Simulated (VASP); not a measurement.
VASP runs on CoSi₂ (space group Fm-3m) share one base input (PBE GGA, plane waves, VASP's PBE PAW potentials (set 64)) and change the settings named in each case.

### INCAR
```
ISMEAR=0
LREAL=.FALSE.   # projection in real space or not
PREC=Accurate
ENCUT=300   # plane-wave cut-off (eV)
SIGMA=0.272   # width (eV)
GGA=PE   # PBE
NELM=100   # most electronic steps
LASPH=.TRUE.
ISIF=2
LMAXMIX=4   # l cut-off of mixed one-centre charges
ALGO=Normal   # blocked Davidson
SYSTEM=CoSi2
LWAVE=.FALSE.
EDIFF=1E-6   # SCF stop (eV)
LCHARG=.FALSE.
```

File KPOINTS:
```
Automatic mesh
0
Gamma
11 11 11
0 0 0
```

POSCAR:
```
CoSi2
1
    0.0000000000     2.6763430000     2.6763430000
    2.6763430000     0.0000000000     2.6763430000
    2.6763430000     2.6763430000     0.0000000000
Co Si
1 2
Direct
  0.0000000000   0.0000000000   0.0000000000
  0.7500000000   0.7500000000   0.7500000000
  0.2500000000   0.2500000000   0.2500000000
```

POTCAR, in this order: Co Si (PBE.64 set). Program: vasp_std.

```csv
change,E(σ→0) (eV/atom),pressure (GPa),−TS (eV)
base run,-6.4290,0.41,-0.0380
"EDIFF = 1E-09, ENCUT = 420, KPOINTS 15×15×15 Γ-centred mesh",-6.4316,?,?
"ENCUT = 240, SIGMA = 0.5, KPOINTS 6×6×6 Γ-centred mesh",-6.3992,-4.58,-0.1425
"ENCUT = 210, ISMEAR = -1, KPOINTS 8×8×8 Γ-centred mesh",-6.3381,-19.38,-0.2800
"ENCUT = 150, GGA removed, ISMEAR = -1, SIGMA = 0.5, KPOINTS 8×8×8 Γ-centred mesh, POTCAR Co Si (LDA.64 set)",-5.7209,-188.03,-0.9436
"ENCUT = 150, SIGMA = 0.136, KPOINTS 4×4×4 Γ-centred mesh",-4.8177,-182.01,-0.0056
"ENCUT = 180, ISMEAR = 1, SIGMA = 0.136, KPOINTS 3×3×3 Γ-centred mesh",-6.1441,-55.96,-0.0203
```

Problem. Complete the blanks.

Solution. 
- EDIFF = 1E-09, ENCUT = 420, KPOINTS 15×15×15 Γ-centred mesh, pressure (GPa): 0.54
- EDIFF = 1E-09, ENCUT = 420, KPOINTS 15×15×15 Γ-centred mesh, −TS (eV): -0.0385

Energies of different potentials or functionals have different zeros.  At 300 eV the pressure can carry a Pulay error.

Left out are runs that ran out of time, are held back, or changed the cell or the kind of run, fixed moments of cells without a moment, rows past the twelfth, gaps on odd meshes, pressures of charged cells and columns that move by less than the noise.

The structure comes from a computed database's CoSi2 entry; how it stands against other phases isn't given here. The cell was not relaxed at this level, its lattice was scaled by up to 2.5 %. The run is not spin-polarised, so no magnetic state was tried. The electron count is odd and the run is not spin-polarised, which forces a metal.
